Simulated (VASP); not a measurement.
Here is a VASP 6.6.1 calculation.

The input INCAR:

```
SYSTEM = CdBr
PREC = Accurate ; ENCUT = 600
EDIFF = 1E-6 ; ISMEAR = -1
SIGMA = 0.05 ; LREAL = .False.
LASPH = .True. ; NELM = 80
ALGO = Normal ; ISIF = 3
LWAVE = .False. ; LCHARG = .False.
GGA = RE ; IVDW = 12
IBRION = 2 ; NSW = 40
EDIFFG = -0.005
```

The input KPOINTS:

```
Automatic mesh
0
Gamma
  8 8 8
  0 0 0
```

File POSCAR:

```
CdBr
1.0
    0.0000000000      3.0723910300      3.0723910300
    3.0723910300      0.0000000000      3.0723910300
    3.0723910300      3.0723910300      0.0000000000
Cd Br
1 1
Direct
    0.0000000000      0.0000000000      0.0000000000
    0.5000000000      0.5000000000      0.5000000000
```

Potentials or basis: VASP PAW PBE potentials, release 64 (Cd, Br).

Command:

```console
$ cat potpaw_PBE.64/Cd/POTCAR potpaw_PBE.64/Br/POTCAR > POTCAR
$ mpirun -np 1 vasp_std > vasp.out
```

(1) What does it give for the relaxed volume?

(2) Estimate the band gap on the k mesh.

(3) Estimate the dispersion energy per atom.

(4) What does it give for the relaxed cell?

Answers

(1) 28.29 Å³/atom.

(2) none (metal or under the smearing width).

(3) -0.576 eV.

(4) a = 4.309 Å, b = 4.309 Å, c = 4.309 Å, α = 60.00°, β = 60.00°, γ = 60.00°.

Caveat: the PAW data sets were made with another functional, which shifts forces and pressure a little; an odd number of electrons without spin polarisation forces a metal; a magnetic or distorted state may lie lower; pairwise dispersion overbinds metals, which lowers pressure and volume.
